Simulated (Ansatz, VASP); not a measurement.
# SiNi: VASP beside Ansatz, part 2 of 3

Aim: how closely do two programs agree when they are given the same cell, functional and k mesh?

VASP 6.6.1 and Ansatz 0.2.0.

So far: Starting point; VASP: relaxation of cell and atoms, r2SCAN.

## (3) Ansatz: relaxation of cell and atoms, r2SCAN

Level of this step: Ansatz beside VASP: Kohn-Sham DFT, plane waves, r2SCAN (Ansatz).

Ansatz runs on its default PAW (the set named soft_2) files.

The same cell, functional, mesh and smearing now go to Ansatz, which takes its cutoff from its data sets.

input.yaml

```yaml
crystal:
  lattice:
    - [5.1752, 0.0, 0.0]
    - [0.0, 3.3321, 0.0]
    - [0.0, 0.0, 5.6094]
  atoms:
    - { symbol: Si, position: [0.32152, 0.75, 0.08166] }
    - { symbol: Si, position: [0.17848, 0.25, 0.58166] }
    - { symbol: Si, position: [0.82152, 0.75, 0.41834] }
    - { symbol: Si, position: [0.67848, 0.25, 0.91834] }
    - { symbol: Ni, position: [0.00785, 0.25, 0.18731], spin: 1.0 }
    - { symbol: Ni, position: [0.49215, 0.75, 0.68731], spin: 1.0 }
    - { symbol: Ni, position: [0.50785, 0.25, 0.31269], spin: 1.0 }
    - { symbol: Ni, position: [0.99215, 0.75, 0.81269], spin: 1.0 }
hamiltonian:
  xc: r2scan
  pseudopotentials: { kind: paw }
magnetization:
  spin_polarized: true
kpoints:
  mp_grid: { grid: [5, 7, 4] }
scf:
  occupations: { method: gaussian, width: 0.05 }
relax:
  f_tol: 0.01
  max_steps: 60
  cell: { stress_tol: 0.05 }
output:
  forces: true
  stress: true
  write_density: true
  write_potential: true
  elf: true
  volumetric_format: npy
```

Started as:

```console
$ ansatz run input.yaml --threads 4 --pin off --max-ram 9216MiB --backend cpu --events-out ev --progress --plain --runs-dir out
```

Numbers of over 12 decimals in the logs are rounded to 6 here.

What it wrote:

```text
Engine: ansatz 0.2.0, aarch64-unknown-linux-gnu
Pseudopotentials: kind: paw
Pseudopotential: Si, paw, valence charge 4, recommended cutoff 500 eV (meta_gga), Si.paw.azcp
Pseudopotential: Ni, paw, valence charge 18, recommended cutoff 500 eV (meta_gga), Ni.paw.azcp
Functional definition: r2SCAN
  parameter k0 = 0.174
  parameter k1 = 0.065
  parameter a1 = 4.9479
  exchange = r2scan_x(k0 = k0, k1 = k1, a1 = a1)
  correlation = r2scan_c
Crystal: 8 atoms, lattice volume = 96.730 Å³
Basis set: ecut = 500 eV, 2451 PW (Γ), exchange–correlation on 160×100×180 points (64 copies of the dense FFT grid, shifted against one another)
Bands: 56, of which v1, the nominal top of the filled ones, is band 44 counted from 1 (43 counted from 0)
Symmetry: 8 space group operations
Space group: Pnma (ITA 62), of the structure as read, at distance tolerance 4.6e-5 Å
Magnetic group: BNS 62.441 (UNI 539), of the structure as read, at distance tolerance 4.6e-5 Å
k-points: 36 of 140
Non-local potential: Si, projectors of the file, l = 0: 2, l = 1: 2, l = 2: 2
Non-local potential: Ni, projectors of the file, l = 0: 3, l = 1: 2, l = 2: 3, l = 3: 1
PAW form: soft (Blöchl's): semilocal exchange-correlation on the pseudo side does not see the compensation charge
PAW frozen core: Si, regenerated for the run's functional (the file was generated under x = pbe(κ = 0.804, μ = 0.219515), c = pbe(β = 0.066725))
PAW frozen core: Ni, regenerated for the run's functional (the file was generated under x = pbe(κ = 0.804, μ = 0.219515), c = pbe(β = 0.066725))
PAW one-centre angular grid: Si, 302 points (default); XC on 160 Gauss nodes
PAW one-centre angular grid: Ni, 590 points (default); XC on 160 Gauss nodes
Initial density: superposition of atomic densities (chi_scale 0.1, normalization cell)
Starting moments: Σ|m| = 4 μB on 4 of 8 sites
Initial wavefunctions: pseudopotential atomic-orbital guess
Functional: x = r2scan, c = r2scan; τ floored in thin density (d = 2e-4 eV/Å³)
iter 1 solved again at ethr=1.89e-3 eV; its pass at ethr=3.10e-3 eV (dr2=1.66e0 eV) is discarded
SCF iter   1: F=—  HF=-25934.380256 eV  |F-HF|=—  |Δ(HF+E_count)|=         —  Δρ=5.21e-2 (↑5.21e-2 ↓3.52e-2)  dr2=1.47e0  dr2_τ=4.47e-2  dr2_m=1.20e0  M=1.628 μB ∫|m|=2.747 μB  β_m=0.51  ethr=1.89e-3  ⟨swp⟩=3.3  Hψ=23952  notcnv=0
Mixer restart at iter 1: flushing history
preconditioner: auto → Kerker (q_TF=auto, 2.686 Å⁻¹)  [metal: Δε(μ)=0.015 eV  Ē_g=8.293 eV  σ=0.050 eV  W_gap=0.16  n_scr=38 (ndim 8)  ℏωp=28.3 eV  f_vac=0.000  D(μ)=3.18/eV (n_scr^D=22)]
spin=Collinear: Kerker preconditioning applied to the charge; magnetization (m = ρ↑ − ρ↓) channel mixes plain (no charge-response kernel on spin).
SCF iter   2: F=—  HF=-25934.347995 eV  |F-HF|=—  |Δ(HF+E_count)|=   3.23e-2  Δρ=3.87e-2 (↑1.84e-2 ↓3.87e-2)  dr2=1.42e0  dr2_τ=5.86e-3  dr2_m=4.58e-1  M=1.448 μB ∫|m|=2.466 μB  β_m=0.57  ethr=1.67e-3  ⟨swp⟩=3.8  Hψ=7989  notcnv=0  defer=292  κ⁻¹=1.0e0(r=1)
SCF iter   3: F=—  HF=-25936.189443 eV  |F-HF|=—  |Δ(HF+E_count)|=    1.84e0  Δρ=3.45e-2 (↑1.48e-2 ↓3.45e-2)  dr2=1.41e0  dr2_τ=3.42e-3  dr2_m=3.17e-1  M=1.195 μB ∫|m|=2.254 μB  β_m=0.64  ethr=1.61e-3  ⟨swp⟩=2.1  Hψ=5141  notcnv=0  defer=411  κ⁻¹=1.2e-2(r=2)
SCF iter   4: F=—  HF=-25940.714664 eV  |F-HF|=—  |Δ(HF+E_count)|=    4.53e0  Δρ=1.19e-2 (↑8.79e-3 ↓1.19e-2)  dr2=5.75e-1  dr2_τ=8.97e-4  dr2_m=2.39e-2  M=0.264 μB ∫|m|=1.246 μB  β_m=0.30  ethr=1.60e-3  ⟨swp⟩=3.1  Hψ=7586  notcnv=0  defer=411  κ⁻¹=2.7e-3(r=3)
SCF iter   5: F=—  HF=-25941.017762 eV  |F-HF|=—  |Δ(HF+E_count)|=   3.03e-1  Δρ=7.29e-3 (↑5.31e-3 ↓7.29e-3)  dr2=1.97e-1  dr2_τ=3.59e-4  dr2_m=1.16e-2  M=0.105 μB ∫|m|=0.727 μB  β_m=1.00  ethr=6.53e-4  ⟨swp⟩=3.0  Hψ=7348  notcnv=0  defer=414  κ⁻¹=1.4e-3(r=4)
SCF iter   6: F=—  HF=-25940.835010 eV  |F-HF|=—  |Δ(HF+E_count)|=         —  Δρ=1.26e-2 (↑5.20e-3 ↓1.26e-2)  dr2=1.41e-1  dr2_τ=3.96e-4  dr2_m=1.72e-2  M=0.000 μB ∫|m|=0.098 μB  β_m=0.30  ethr=2.24e-4  ⟨swp⟩=3.2  Hψ=7882  notcnv=0  defer=414
Mixer restart at iter 6: flushing history
SCF iter   7: F=—  HF=-25941.026377 eV  |F-HF|=—  |Δ(HF+E_count)|=   1.91e-1  Δρ=8.47e-3 (↑3.52e-3 ↓8.47e-3)  dr2=7.38e-2  dr2_τ=3.91e-4  dr2_m=7.95e-3  M=0.000 μB ∫|m|=0.084 μB  β_m=0.30  ethr=1.60e-4  ⟨swp⟩=3.3  Hψ=6743  notcnv=0  defer=418  κ⁻¹=1.0e0(r=1)
SCF iter   8: F=—  HF=-25941.241207 eV  |F-HF|=—  |Δ(HF+E_count)|=   2.15e-1  Δρ=3.38e-3 (↑3.38e-3 ↓2.45e-3)  dr2=3.67e-2  dr2_τ=2.39e-5  dr2_m=2.69e-4  M=0.000 μB ∫|m|=0.039 μB  β_m=0.30  ethr=8.39e-5  ⟨swp⟩=3.0  Hψ=7280  notcnv=0  defer=418  κ⁻¹=5.7e-2(r=2)
SCF iter   9: F=—  HF=-25941.234148 eV  |F-HF|=—  |Δ(HF+E_count)|=   7.06e-3  Δρ=3.69e-3 (↑3.69e-3 ↓3.26e-3)  dr2=4.71e-2  dr2_τ=2.88e-5  dr2_m=1.46e-4  M=0.000 μB ∫|m|=0.045 μB  β_m=0.30  ethr=4.17e-5  ⟨swp⟩=1.9  Hψ=4255  notcnv=0  defer=420  κ⁻¹=1.5e-3(r=3)
SCF iter  10: F=—  HF=-25941.238629 eV  |F-HF|=—  |Δ(HF+E_count)|=   4.48e-3  Δρ=1.34e-3 (↑1.34e-3 ↓1.12e-3)  dr2=3.14e-3  dr2_τ=6.54e-6  dr2_m=2.78e-5  M=0.000 μB ∫|m|=0.011 μB  β_m=0.30  ethr=4.17e-5  ⟨swp⟩=2.0  Hψ=6490  notcnv=0  defer=420  κ⁻¹=7.5e-6(r=4)
[...]
relax step   3: F+E_penalty+E_count = -25941.26592732 eV  Δ(F+E_penalty+E_count) = -5.823e-3 eV  max|allowed force component| = 1.712e-2 eV/Å  Δτ_max = 0.0064 Å  P = +0.213 GPa  Ω = 95.094 Å³  energy of the carried Pulay correction = +1.017e-3 eV  (10 SCF iters, dr2 threshold 8.00e-7 eV, accepted)
relax step   4: F+E_penalty+E_count = -25941.26710442 eV  Δ(F+E_penalty+E_count) = -1.177e-3 eV  max|allowed force component| = 1.470e-2 eV/Å  Δτ_max = 0.0037 Å  P = +0.146 GPa  Ω = 95.112 Å³  energy of the carried Pulay correction = +1.005e-3 eV  (9 SCF iters, dr2 threshold 6.82e-7 eV, accepted)
relax step   5: F+E_penalty+E_count = -25941.16694334 eV  Δ(F+E_penalty+E_count) = +1.002e-1 eV  max|allowed force component| = 3.601e-2 eV/Å  Δτ_max = 0.0591 Å  P = -0.020 GPa  Ω = 94.857 Å³  energy of the carried Pulay correction = +1.166e-3 eV  (11 SCF iters, dr2 threshold 5.49e-7 eV, rejected (line search))
relax step   6: F+E_penalty+E_count = -25941.26804672 eV  Δ(F+E_penalty+E_count) = -9.423e-4 eV  max|allowed force component| = 5.312e-3 eV/Å  Δτ_max = 0.0060 Å  P = -0.060 GPa  Ω = 95.184 Å³  energy of the carried Pulay correction = +9.601e-4 eV  (16 SCF iters, accepted)
relax step   7: F+E_penalty+E_count = -25941.26807760 eV  Δ(F+E_penalty+E_count) = -3.088e-5 eV  max|allowed force component| = 2.427e-3 eV/Å  Δτ_max = 0.0006 Å  P = -0.010 GPa  Ω = 95.155 Å³  energy of the carried Pulay correction = +9.785e-4 eV  (8 SCF iters, dr2 threshold 2.17e-8 eV, accepted)
relax step   8: F+E_penalty+E_count = -25941.26719142 eV  Δ(F+E_penalty+E_count) = +8.862e-4 eV  max|allowed force component| = 2.450e-3 eV/Å  Δτ_max = 0.0000 Å  P = -0.019 GPa  Ω = 95.155 Å³  stress off target by 2.90e-2 GPa  SCF on the basis re-selected at this cell (its energy is not comparable with the rows above)  (14 SCF iters)
basis re-selected at this cell: Δ(F+E_penalty+E_count) = +8.862e-4 eV, ΔP = -0.009 GPa vs the last step (what re-selecting the basis moved, of the pressure what is left beyond the Pulay correction that the steps carried, after the strain that the cell walked since its last selection, with what the two solves' SCF thresholds leave and, on support functions, any second-order correction that the steps lacked; it is no m [...]
SCF converged after 14 iterations
Stability not checked: this state was not tested for a lower state beside it, because the mixer in use, unlike msr1, does not test its closes by its own steps (another_mixer; see scf.mixing.algorithm and scf.lower_state_search)
Magnetization: 0.0000 μB (44.0000 up, 44.0000 down)
Absolute magnetization: 0.0000 μB (∫|ρ↑−ρ↓|, with the PAW one-centre terms)
Spin contamination: 0.0000 ħ² per cell (⟨S²⟩ above its minimum at these occupations)
Per-site moments (μB) at R_I (Å): [(-3.0490428125506123e-10, 0.933438), (-3.0490430978786097e-10, 0.933438), (-3.049044442531033e-10, 0.933438), (-3.0490445011316836e-10, 0.933438), (1.054004450821934e-9, 0.933438), (1.054004387593036e-9, 0.933438), (1.0540044532534267e-9, 0.933438), (1.0540043723878946e-9, 0.933438)]
Free energy (F): -25941.267191 eV
Harris-Foulkes:  -25941.267191 eV  (|F-HF|=7.28e-12)
Internal energy: -25941.265110 eV  (E = F + TS)
E sigma→0 (E₀):  -25941.266151 eV
Entropy (-TS):   -0.002081 eV (-0.260 meV/atom)
Fermi energy:    14.924424 eV
--- Per-component energies (eV) ---
  E_band       = -1381.969806
  E_kinetic    = 1312.865931
  E_local      = -17777.226715  (includes V_loc(G=0)·N_el)
  E_nonlocal   = 2650.321151
  E_hartree    = 7660.853971
  E_xc         = -531.344861
  E_vxc        = -684.571853  (∫ρ·V_xc dr)
  E_paw        = -8652.771049  (= ΣΔE_a)
  E_vpaw       = -2250.062597  (= ΣTr[D̂ρ^β])
  E_aug_tail   = 0.000983  (compensation charges beyond the density's cutoff)
  E_vtau       = 44.995896  (kinetic-family band-sum trace: ∫τ·v_τ [+ j·A + Jᵃ·Aᵃ] dr)
  E_ewald      = -10602.458515
  E_core_change = -1.506006  (= ΣΔE_core)
  E_smearing   = -0.002081  (= −TS)
  E_closure    = -0.000000  (closes the sum)
  Σ components = -25941.267191   (vs F -25941.267191, Δ=0.00e0)
--- Forces (eV/Å), atoms counted from 1 ---
  atom   1  Si    -0.00195775     0.00000000     0.00053814
  atom   2  Si     0.00195775    -0.00000000     0.00053814
  atom   3  Si    -0.00195775     0.00000000    -0.00053814
  atom   4  Si     0.00195775    -0.00000000    -0.00053814
  atom   5  Ni    -0.00056806    -0.00000000    -0.00245014
  atom   6  Ni     0.00056806    -0.00000000    -0.00245014
  atom   7  Ni    -0.00056806     0.00000000     0.00245014
  atom   8  Ni     0.00056806     0.00000000     0.00245014
  max |Σ_I F_I| component: 1.04e-17 eV/Å
--- Stress (GPa, compression-positive) ---
       -0.016415      -0.000000      -0.000000
       -0.000000      -0.029033      -0.000000
       -0.000000      -0.000000      -0.012456
  P = ⅓ Tr σ = -0.0193 GPa (-0.193 kbar)
--- Band table (eV; the first three rows and the last of 72) ---
  k-point 0 ↑: bands = [... 40 lower, 12.9364, 13.5477, 13.7451, 13.9755, 15.6822, 16.4873, 18.4162, 18.9348, ... 8 higher]
  k-point 1 ↑: bands = [... 40 lower, 13.3459, 13.4102, 14.0351, 14.4142, 15.9907, 17.2531, 17.3471, 18.6205, ... 8 higher]
  k-point 2 ↑: bands = [... 40 lower, 13.4070, 13.4070, 14.7203, 14.7203, 15.8118, 15.8118, 18.5433, 18.5433, ... 8 higher]
  k-point 35 ↓: bands = [... 40 lower, 12.9525, 12.9525, 13.0576, 13.0576, 16.8483, 16.8483, 17.7132, 17.7132, ... 8 higher]
--- Relaxed structure (7 steps of the walk, 6 accepted, 1 SCFs on fresh bases) ---
  F+E_penalty+E_count = -25941.26719142 eV   max|allowed force component| = 2.450e-3 eV/Å   (the final SCF, on the basis selected at the relaxed cell)
  cell:  # Å, volume = 95.1550 Å³
    - [5.083556, 0, 0]
    - [0, 3.364065, 2.825482962438905e-19]
    - [0, 4.756539158340024e-19, 5.564157]
  atoms:
    - { symbol: Si, position: [0.321460, 0.75, 0.084417] }
    - { symbol: Si, position: [0.178540, 0.25, 0.584417] }
    - { symbol: Si, position: [0.821460, 0.75, 0.415583] }
    - { symbol: Si, position: [0.678540, 0.25, 0.915583] }
    - { symbol: Ni, position: [0.00787187, 0.25, 0.189195] }
    - { symbol: Ni, position: [0.492128, 0.75, 0.689195] }
    - { symbol: Ni, position: [0.507872, 0.25, 0.310805] }
    - { symbol: Ni, position: [0.992128, 0.75, 0.810805] }
```

Run time: 2.3 min. Hardware: 4 threads of Arm Neoverse V2, shared host; peak memory 0.91 GiB.

## (4) Differences

Known differences besides the potentials themselves: VASP keeps PBE cores, Ansatz makes them for the functional; both relaxations stop at a tolerance, which leaves soft axes loose, and VASP keeps its plane-wave basis; the data sets hold 88 valence electrons in Ansatz (default PAW (the set named soft_2) files) and 56 in VASP; the cutoff is 500 eV in Ansatz and 400 eV in VASP; Ansatz adds a Pulay correction to the stress that steers its cell, VASP none. Total energies have different zeros and are not compared.

Both answers:

| quantity | Ansatz | VASP | difference |
| --- | --- | --- | --- |
| volume (Å³) | 95.15 | 95.07 | +0.09 % |
| edge a after relaxation, in the typed setting (Å) | 5.084 | 5.097 | -0.26 % |
| edge b after relaxation, in the typed setting (Å) | 3.364 | 3.340 | +0.71 % |
| edge c after relaxation, in the typed setting (Å) | 5.564 | 5.584 | -0.36 % |

The walks stopped with -0.02 GPa left in Ansatz and 0.00 GPa in VASP; each walk ends within a tolerance, so the volume difference is uncertain by about these residues over the bulk modulus, most in soft cells.

## (5) Ansatz: band structure, r2SCAN

With cell and atoms fixed, the geometry can't cause a difference; cores, projectors, grids and the points listed under the comparison can. The cell compared in this pair holds 95.03 Å³, against 96.73 Å³ for the pair before.

The cell is taken from a series of VASP runs on this material, whose earlier steps may have relaxed, scaled or displaced it; both programs get it as it stands.

input.yaml

```yaml
crystal:
  lattice:
    - [5.0958065375, 0.0, 0.0]
    - [0.0, 3.3403347885, 0.0]
    - [0.0, 0.0, 5.5828868782]
  atoms:
    - { symbol: Si, position: [0.3210913218, 0.75, 0.083037657] }
    - { symbol: Si, position: [0.1789086782, 0.25, 0.583037657] }
    - { symbol: Si, position: [0.8210913218, 0.75, 0.416962343] }
    - { symbol: Si, position: [0.6789086782, 0.25, 0.916962343] }
    - { symbol: Ni, position: [0.0077000757, 0.25, 0.189259621], spin: 1.0 }
    - { symbol: Ni, position: [0.4922999243, 0.75, 0.689259621], spin: 1.0 }
    - { symbol: Ni, position: [0.5077000757, 0.25, 0.310740379], spin: 1.0 }
    - { symbol: Ni, position: [0.9922999243, 0.75, 0.810740379], spin: 1.0 }
hamiltonian:
  xc: r2scan
  pseudopotentials: { kind: paw }
magnetization:
  spin_polarized: true
kpoints:
  mp_grid: { grid: [5, 7, 4] }
  band_path:
    path:
      - [0.0, 0.0, 0.0]
      - [0.0, -0.18182, 0.0]
      - [0.0, -0.40909, 0.0]
      - [-0.09091, -0.5, 0.0]
      - [-0.31818, -0.5, 0.0]
      - [-0.5, -0.5, 0.0]
      - [-0.5, -0.27273, 0.0]
      - [-0.5, -0.04545, 0.0]
      - [-0.36364, 0.0, 0.0]
      - [-0.13636, 0.0, 0.0]
      - [0.0, 0.0, -0.04545]
      - [0.0, 0.0, -0.27273]
      - [0.0, 0.0, -0.5]
      - [0.0, -0.18182, -0.5]
      - [0.0, -0.40909, -0.5]
      - [-0.04545, -0.5, -0.5]
      - [-0.27273, -0.5, -0.5]
      - [-0.5, -0.5, -0.5]
      - [-0.5, -0.31818, -0.5]
      - [-0.5, -0.09091, -0.5]
      - [-0.40909, 0.0, -0.5]
      - [-0.18182, 0.0, -0.5]
      - [-0.5, 0.0, 0.0]
      - [-0.5, 0.0, -0.22727]
      - [-0.5, 0.0, -0.45455]
      - [0.0, -0.5, -0.36364]
      - [0.0, -0.5, -0.13636]
      - [-0.5, -0.5, -0.04545]
      - [-0.5, -0.5, -0.27273]
      - [-0.5, -0.5, -0.5]
    npoints: 1
scf:
  occupations: { method: gaussian, width: 0.05 }
  n_extra_bands: 14
output:
  forces: true
  stress: true
  eigenvalues: true
  write_density: true
  write_potential: true
  elf: true
  volumetric_format: npy
```

What it wrote:

```text
[...]
Crystal: 8 atoms, lattice volume = 95.030 Å³
Basis set: ecut = 500 eV, 2375 PW (Γ), exchange–correlation on 160×100×180 points (64 copies of the dense FFT grid, shifted against one another)
Bands: 58, of which v1, the nominal top of the filled ones, is band 44 counted from 1 (43 counted from 0)
Symmetry: 8 space group operations
[...]
k-point 1 ↑: bands = [... 40 lower, 13.3127, 13.4132, 14.0324, 14.5417, 15.9516, 17.2491, 17.4634, 18.6093, ... 10 higher]
  k-point 2 ↑: bands = [... 40 lower, 13.3754, 13.3754, 14.7049, 14.7049, 15.9332, 15.9332, 18.5844, 18.5844, ... 10 higher]
  k-point 35 ↓: bands = [... 40 lower, 12.9787, 12.9787, 13.1004, 13.1004, 16.8457, 16.8457, 17.7106, 17.7106, ... 10 higher]
[key lines of the parts left out:]
SCF converged after 21 iterations
Magnetization: 0.0000 μB (44.0000 up, 44.0000 down)
Free energy (F): -25941.265233 eV
Fermi energy:    14.950937 eV
P = ⅓ Tr σ = 0.3281 GPa (3.281 kbar)
```

Run time: 37 s. Hardware: 4 threads; peak memory 0.9 GiB.

(Part 2 of 3 ends here.)

[Lines on the potential files, build, host, timing and source positions are cut from VASP's logs without a mark.]

[Logs are printed without paths, hosts, clocks, repeated set-up lines and the standing remarks that a program may print on its own settings, such as how far it seeks lower states.]

[Hosts, paths, dates, database ids (printed as entryN), source tags and the programs' standing remarks are cut or masked in the printed files.]
